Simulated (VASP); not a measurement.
Method: PBE GGA, VASP's PBE PAW potentials (set 64) (plane waves; VASP).

A VASP calculation is set up with these files.

### INCAR
```
LREAL=F
NELM=100   # most electronic steps
PREC=Accurate
ISIF=3
LCHARG=F
ENCUT=480   # plane-wave cut-off (eV)
GGA=PE   # PBE
EDIFF=1E-6   # SCF stop (eV)
EDIFFG=-0.02   # ionic stop
SIGMA=0.05   # width (eV)
SYSTEM=SiC
ISMEAR=0
ALGO=Normal   # blocked Davidson
NSW=60   # most ionic steps
LASPH=T   # aspherical one-centre terms
LWAVE=F
IBRION=2
```

File POSCAR:
```
SiC
1
    1.5469285383    -2.6793589085     0.0000000000
    1.5469285383     2.6793589085     0.0000000000
    0.0000000000    -0.0000000000    10.1222674250
Si C
4 4
Direct
  1.0000000000   0.0000000000   0.0003068647
  1.0000000000   0.0000000000   0.5003068647
  0.6666670000   0.3333330000   0.7502539589
  0.3333330000   0.6666670000   0.2502539589
  1.0000000000   1.0000000000   0.8129217464
  0.0000000000   0.0000000000   0.3129217464
  0.6666670000   0.3333330000   0.5621474300
  0.3333330000   0.6666670000   0.0621474300
```

KPOINTS:
```
Automatic mesh
0
Gamma
7 7 2
0 0 0
```

POTCAR, in this order: Si C (PBE.64 set). Program: vasp_std.

Output

### OSZICAR
```
       N       E                     dE             d eps       ncg     rms          rms(c)
DAV:   1     0.847263954271E+02    0.84726E+02   -0.13997E+04   672   0.126E+03
DAV:   2    -0.604933563947E+02   -0.14522E+03   -0.13768E+03   944   0.218E+02
DAV:   3    -0.674041355826E+02   -0.69108E+01   -0.68829E+01   827   0.489E+01
DAV:   4    -0.675131463412E+02   -0.10901E+00   -0.10883E+00   835   0.690E+00
DAV:   5    -0.675158602566E+02   -0.27139E-02   -0.27132E-02   807   0.102E+00    0.173E+01
DAV:   6    -0.604512379358E+02    0.70646E+01   -0.24276E+01   777   0.236E+01    0.768E+00
DAV:   7    -0.602738330229E+02    0.17740E+00   -0.16969E+00   926   0.663E+00    0.338E+00
DAV:   8    -0.602450527658E+02    0.28780E-01   -0.98960E-02   782   0.182E+00    0.857E-01
DAV:   9    -0.602438265967E+02    0.12262E-02   -0.12541E-02   797   0.693E-01    0.165E-01
DAV:  10    -0.602443591642E+02   -0.53257E-03   -0.13557E-03   862   0.209E-01    0.718E-02
DAV:  11    -0.602444178055E+02   -0.58641E-04   -0.20681E-04   787   0.973E-02    0.170E-02
DAV:  12    -0.602444203353E+02   -0.25298E-05   -0.84725E-06   846   0.186E-02    0.536E-03
DAV:  13    -0.602444213775E+02   -0.10422E-05   -0.55416E-07   541   0.507E-03    0.206E-03
DAV:  14    -0.602444214089E+02   -0.31384E-07   -0.50372E-08   501   0.144E-03
   1 F= -.60244421E+02 E0= -.60244421E+02  d E =-.602444E+02
       N       E                     dE             d eps       ncg     rms          rms(c)
DAV:   1    -0.602445421292E+02   -0.12075E-03   -0.15028E-02   757   0.852E-01    0.688E-02
DAV:   2    -0.602444726322E+02    0.69497E-04   -0.41732E-04   832   0.134E-01    0.359E-02
DAV:   3    -0.602444339555E+02    0.38677E-04   -0.79455E-05   797   0.575E-02    0.916E-03
DAV:   4    -0.602444320972E+02    0.18584E-05   -0.14825E-05   827   0.229E-02    0.473E-03
DAV:   5    -0.602444317118E+02    0.38539E-06   -0.63122E-07   476   0.553E-03
   2 F= -.60244432E+02 E0= -.60244432E+02  d E =-.103029E-04
       N       E                     dE             d eps       ncg     rms          rms(c)
DAV:   1    -0.602445090712E+02   -0.76974E-04   -0.33368E-03   757   0.401E-01    0.326E-02
DAV:   2    -0.602444946902E+02    0.14381E-04   -0.92322E-05   832   0.633E-02    0.171E-02
DAV:   3    -0.602444872033E+02    0.74868E-05   -0.17557E-05   802   0.270E-02    0.438E-03
DAV:   4    -0.602444870710E+02    0.13231E-06   -0.31648E-06   639   0.108E-02
   3 F= -.60244487E+02 E0= -.60244487E+02  d E =-.656621E-04
```

### OUTCAR
```
------------------------ aborting loop because EDIFF is reached ----------------------------------------
  FORCE on cell =-STRESS in cart. coord.  units (eV):
  Direction    XX          YY          ZZ          XY          YZ          ZX
  --------------------------------------------------------------------------------------
  Total       -0.0031552     -0.0031552     -0.0063290      0.0000000     -0.0000000      0.0000000
  in kB       -0.0602095     -0.0602095     -0.1207730      0.0000000     -0.0000000      0.0000000
  external PRESSURE =      -0.0803974 kB  Pullay stress =       0.0000000 kB
  volume of cell :       83.96
      direct lattice vectors                 reciprocal lattice vectors
     1.546993609 -2.679471614 -0.000000000     0.323207541 -0.186603955  0.000000000
     1.546993609  2.679471614 -0.000000000     0.323207541  0.186603955  0.000000000
     0.000000000  0.000000000 10.127683410     0.000000000  0.000000000  0.098739263
  FREE ENERGIE OF THE ION-ELECTRON SYSTEM (eV)
  ---------------------------------------------------
  free  energy   TOTEN  =       -60.2444870710 eV

  energy  without entropy=      -60.2444870710  energy(sigma->0) =      -60.24448707

 reached required accuracy - stopping structural energy minimisation
```
(Selected blocks of OUTCAR.)

CONTCAR:
```
SiC
   1.00000000000000
     1.5469936086671663   -2.6794716136926606   -0.0000000000000000
     1.5469936086671663    2.6794716136926606   -0.0000000000000000
     0.0000000000000000    0.0000000000000000   10.1276834095861918
  Si              C
     4     4
Direct
     0.0000000000000000    0.0000000000000000    0.0003203969147280
     0.0000000000000000    0.0000000000000000    0.5003203969147280
     0.6666669999999968    0.3333330000000032    0.7502774064122306
     0.3333330000000032    0.6666669999999968    0.2502774064122306
     0.0000000000000000    0.0000000000000000    0.8128576923737024
     0.0000000000000000    0.0000000000000000    0.3128576923737024
     0.6666669999999968    0.3333330000000032    0.5621745042993401
     0.3333330000000032    0.6666669999999968    0.0621745042993401
```

The compound is SiC in the 4h structure. This run relaxes it. Symmetry was kept, so distortions that lower it aren't found. The start is the result of an earlier pass.
